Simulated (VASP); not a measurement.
Output of a VASP run:

OSZICAR:
```
...
RMM:   7    -0.549587066164E+03   -0.34567E-05   -0.27679E-05   427   0.122E-02
   8 F= -.54958707E+03 E0= -.54958687E+03  d E =-.162078E-01  mag=     2.0000
       N       E                     dE             d eps       ncg     rms          rms(c)
DAV:   1    -0.549587851924E+03   -0.78922E-03   -0.20125E-01   712   0.125E+00    0.995E-02
RMM:   2    -0.549588065775E+03   -0.21385E-03   -0.32192E-03   636   0.159E-01    0.501E-02
RMM:   3    -0.549588078358E+03   -0.12583E-04   -0.42517E-04   636   0.564E-02    0.323E-02
RMM:   4    -0.549588078232E+03    0.12641E-06   -0.95944E-05   619   0.229E-02
   9 F= -.54958808E+03 E0= -.54958788E+03  d E =-.172199E-01  mag=     2.0000
       N       E                     dE             d eps       ncg     rms          rms(c)
DAV:   1    -0.549589637442E+03   -0.15591E-02   -0.10511E+00   664   0.292E+00    0.216E-01
RMM:   2    -0.549590718758E+03   -0.10813E-02   -0.17579E-02   636   0.371E-01    0.112E-01
RMM:   3    -0.549590759787E+03   -0.41029E-04   -0.24614E-03   637   0.133E-01    0.700E-02
RMM:   4    -0.549590766355E+03   -0.65677E-05   -0.54903E-04   646   0.547E-02    0.422E-02
RMM:   5    -0.549590763863E+03    0.24924E-05   -0.10064E-04   603   0.245E-02    0.196E-02
RMM:   6    -0.549590765098E+03   -0.12359E-05   -0.22364E-05   420   0.118E-02
  10 F= -.54959077E+03 E0= -.54959054E+03  d E =-.268687E-02  mag=     2.0000
       N       E                     dE             d eps       ncg     rms          rms(c)
DAV:   1    -0.549591173326E+03   -0.40946E-03   -0.84202E-02   696   0.828E-01    0.611E-02
RMM:   2    -0.549591257193E+03   -0.83868E-04   -0.14004E-03   636   0.105E-01    0.319E-02
RMM:   3    -0.549591259450E+03   -0.22566E-05   -0.19495E-04   637   0.376E-02    0.202E-02
RMM:   4    -0.549591259563E+03   -0.11268E-06   -0.43374E-05   479   0.155E-02
  11 F= -.54959126E+03 E0= -.54959105E+03  d E =-.318133E-02  mag=     2.0000
       N       E                     dE             d eps       ncg     rms          rms(c)
DAV:   1    -0.549591856406E+03   -0.59696E-03   -0.17770E-01   696   0.120E+00    0.888E-02
RMM:   2    -0.549592055597E+03   -0.19919E-03   -0.28915E-03   636   0.150E-01    0.464E-02
RMM:   3    -0.549592066908E+03   -0.11312E-04   -0.38793E-04   640   0.532E-02    0.293E-02
RMM:   4    -0.549592065580E+03    0.13283E-05   -0.93776E-05   616   0.225E-02
  12 F= -.54959207E+03 E0= -.54959183E+03  d E =-.806018E-03  mag=     2.0000
       N       E                     dE             d eps       ncg     rms          rms(c)
DAV:   1    -0.549592065485E+03    0.14233E-05   -0.22648E-04   680   0.427E-02    0.810E-03
RMM:   2    -0.549592065733E+03   -0.24797E-06   -0.62866E-06   372   0.738E-03    0.390E-03
RMM:   3    -0.549592065773E+03   -0.40352E-07   -0.85796E-07   324   0.261E-03    0.244E-03
RMM:   4    -0.549592065752E+03    0.21115E-07   -0.13551E-07   150   0.142E-03
  13 F= -.54959207E+03 E0= -.54959183E+03  d E =-.806190E-03  mag=     2.0000
       N       E                     dE             d eps       ncg     rms          rms(c)
DAV:   1    -0.549592249359E+03   -0.18359E-03   -0.51373E-02   696   0.638E-01    0.457E-02
RMM:   2    -0.549592301844E+03   -0.52485E-04   -0.77093E-04   636   0.776E-02    0.249E-02
RMM:   3    -0.549592306085E+03   -0.42412E-05   -0.11624E-04   620   0.282E-02    0.160E-02
RMM:   4    -0.549592305746E+03    0.33914E-06   -0.27049E-05   422   0.119E-02
  14 F= -.54959231E+03 E0= -.54959207E+03  d E =-.239994E-03  mag=     2.0000
```

OUTCAR:
```
------------------------ aborting loop because EDIFF is reached ----------------------------------------
  FORCE on cell =-STRESS in cart. coord.  units (eV):
  Direction    XX          YY          ZZ          XY          YZ          ZX
  --------------------------------------------------------------------------------------
  Total      -20.6126768    -20.5897376    -20.6283979      1.9935319     -2.0537175      2.0584264
  in kB      -86.7024516    -86.6059631    -86.7685786      8.3853302     -8.6384869      8.6582941
  external PRESSURE =     -86.6923311 kB  Pullay stress =       0.0000000 kB
  volume of cell :      380.90
      direct lattice vectors                 reciprocal lattice vectors
     7.248884826  0.000000000  0.000000000     0.137952254  0.000000000  0.000000000
     0.000000000  7.248884826  0.000000000     0.000000000  0.137952254  0.000000000
     0.000000000  0.000000000  7.248884826     0.000000000  0.000000000  0.137952254
  FREE ENERGIE OF THE ION-ELECTRON SYSTEM (eV)
  ---------------------------------------------------
  free  energy   TOTEN  =      -549.5923057463 eV

  energy  without entropy=     -549.5918407196  energy(sigma->0) =     -549.59207323

 total charge

# of ion       s       p       d       tot
------------------------------------------
    1        0.679   1.359   0.000   2.038
    2        0.673   1.355   0.000   2.027
    3        0.673   1.355   0.000   2.027
    4        0.671   1.351   0.000   2.022
    5        0.672   1.353   0.000   2.025
    6        0.670   1.349   0.000   2.019
    7        0.672   1.353   0.000   2.025
    8        0.672   1.353   0.000   2.025
    9        0.676   1.358   0.000   2.034
   10        0.676   1.358   0.000   2.034
   11        0.670   1.349   0.000   2.019
   12        0.676   1.359   0.000   2.034
   13        0.672   1.353   0.000   2.025
   14        0.679   1.359   0.000   2.037
   15        0.672   1.352   0.000   2.025
   16        0.673   1.355   0.000   2.028
   17        0.675   1.363   0.000   2.038
   18        0.675   1.363   0.000   2.039
   19        0.679   1.359   0.000   2.038
   20        0.675   1.363   0.000   2.038
   21        0.675   1.363   0.000   2.038
   22        0.672   1.352   0.000   2.025
   23        0.675   1.363   0.000   2.038
   24        0.675   1.363   0.000   2.039
   25        0.672   1.353   0.000   2.025
   26        0.670   1.350   0.000   2.020
   27        0.675   1.358   0.000   2.033
   28        0.672   1.353   0.000   2.025
   29        0.675   1.358   0.000   2.033
   30        0.675   1.358   0.000   2.033
   31        0.672   1.352   0.000   2.024
   32        1.231   2.669   0.000   3.900
   33        1.231   2.669   0.000   3.900
   34        1.231   2.669   0.000   3.900
   35        1.225   2.701   0.000   3.926
   36        1.223   2.705   0.000   3.928
   37        1.223   2.705   0.000   3.928
   38        1.225   2.701   0.000   3.926
   39        1.223   2.705   0.000   3.928
   40        1.259   2.570   0.000   3.829
   41        1.223   2.705   0.000   3.928
   42        1.223   2.705   0.000   3.928
   43        1.223   2.705   0.000   3.928
   44        1.225   2.701   0.000   3.926
   45        1.228   2.688   0.000   3.916
   46        1.228   2.688   0.000   3.916
   47        1.222   2.708   0.000   3.930
   48        1.253   2.582   0.000   3.835
...
```
(Selected blocks of OUTCAR.)

POSCAR:
```
B31N32
1
    7.2488848260     0.0000000000     0.0000000000
    0.0000000000     7.2488848260     0.0000000000
   -0.0000000000    -0.0000000000     7.2488848260
B N
31 32
Direct
  0.5000000000   0.0000000000   0.0000000000
  0.7500000000   0.2500000000   0.0000000000
  0.7500000000   0.0000000000   0.2500000000
  0.0000000000   0.0000000000   0.0000000000
  0.2500000000   0.2500000000   0.0000000000
  0.5000000000   0.5000000000   0.0000000000
  0.7500000000   0.7500000000   0.0000000000
  0.2500000000   0.0000000000   0.2500000000
  0.5027990000   0.2568010000   0.2518910000
  0.7431490000   0.4940840000   0.2509450000
  0.5000000000   0.0000000000   0.5000000000
  0.7441190000   0.2469870000   0.4942700000
  0.7500000000   0.0000000000   0.7500000000
  0.0000000000   0.5000000000   0.0000000000
  0.2500000000   0.7500000000   0.0000000000
  0.0000000000   0.2500000000   0.2500000000
  0.2494390000   0.5006050000   0.2510590000
  0.5020570000   0.7566080000   0.2529940000
  0.0000000000   0.0000000000   0.5000000000
  0.2433970000   0.2446250000   0.4964780000
  0.7539510000   0.7458770000   0.4992010000
  0.2500000000   0.0000000000   0.7500000000
  0.4990230000   0.2521100000   0.7493740000
  0.7498040000   0.4956120000   0.7454940000
  0.0000000000   0.7500000000   0.2500000000
  0.0000000000   0.5000000000   0.5000000000
  0.2433220000   0.7557970000   0.4964760000
  0.0000000000   0.2500000000   0.7500000000
  0.2499470000   0.4936110000   0.7434810000
  0.5057240000   0.7504860000   0.7502920000
  0.0000000000   0.7500000000   0.7500000000
  0.6250000000   0.1250000000   0.1250000000
  0.8750000000   0.3750000000   0.1250000000
  0.8750000000   0.1250000000   0.3750000000
  0.1250000000   0.1250000000   0.1250000000
  0.3787780000   0.3756750000   0.1202730000
  0.6279950000   0.6183040000   0.1251820000
  0.8750000000   0.8750000000   0.1250000000
  0.3797080000   0.1264600000   0.3743830000
  0.6183380000   0.3700150000   0.3770100000
  0.8773430000   0.6298060000   0.3716110000
  0.6318420000   0.1194690000   0.6291040000
  0.8806610000   0.3780770000   0.6289370000
  0.8750000000   0.1250000000   0.8750000000
  0.1250000000   0.6250000000   0.1250000000
  0.3750000000   0.8750000000   0.1250000000
  0.1259300000   0.3751480000   0.3750930000
  0.3685730000   0.6208280000   0.3717210000
  0.6276320000   0.8746890000   0.3769150000
  0.1250000000   0.1250000000   0.6250000000
  0.3799040000   0.3682310000   0.6198080000
  0.6221070000   0.6255510000   0.6196640000
  0.8750000000   0.8750000000   0.6250000000
  0.3750000000   0.1250000000   0.8750000000
  0.6305630000   0.3752700000   0.8810440000
  0.8750000000   0.6250000000   0.8750000000
  0.1250000000   0.8750000000   0.3750000000
  0.1243460000   0.6199750000   0.6187610000
  0.3711040000   0.8732700000   0.6240880000
  0.1250000000   0.3750000000   0.8750000000
  0.3687540000   0.6221390000   0.8687360000
  0.6250000000   0.8750000000   0.8750000000
  0.1250000000   0.8750000000   0.8750000000
```

### Question
Reconstruct the remaining input files.

### Answer
Several could match; the one computed here: the input of the run itself, PBE GGA, plane waves, VASP's PBE PAW potentials (set 64).

### KPOINTS
```
Regular mesh
0
gamma
  1 1 1
0 0 0
```

INCAR:
```
LWAVE = .True.
ENCUT = 400   # plane-wave cut-off (eV)
ISPIN = 2   # spin-polarised
LREAL = Auto
NUPDOWN = 2
EDIFF = 1E-5   # SCF stop (eV)
EDIFFG = -0.03
NELMIN = 4
NELECT = 252.0
ISMEAR = 0
MAGMOM = 63*0.0317
NELM = 100   # most electronic steps
ISYM = 0
LASPH = .True.
SYSTEM = B31N32
SIGMA = 0.05   # width (eV)
IBRION = 2   # conjugate gradients
PREC = Normal
GGA = PE
LCHARG = .False.
LORBIT = 10
NSW = 60   # most ionic steps
ALGO = Fast
ISIF = 2   # forces and stress, cell fixed
```

POTCAR, in this order: B N (PBE.64 set). Program: vasp_gam.

At this cut-off the stress carries a Pulay error, which pulls relaxed volumes low. The cell is charged, with a uniform compensating background. The supercell is sampled at Γ alone, which is coarse: total energies, pressure and levels can be off, energies of defects by several tenths of an eV.

The cell is a supercell with a defect, built from BN (zinc blende): vac_B, charge +1.
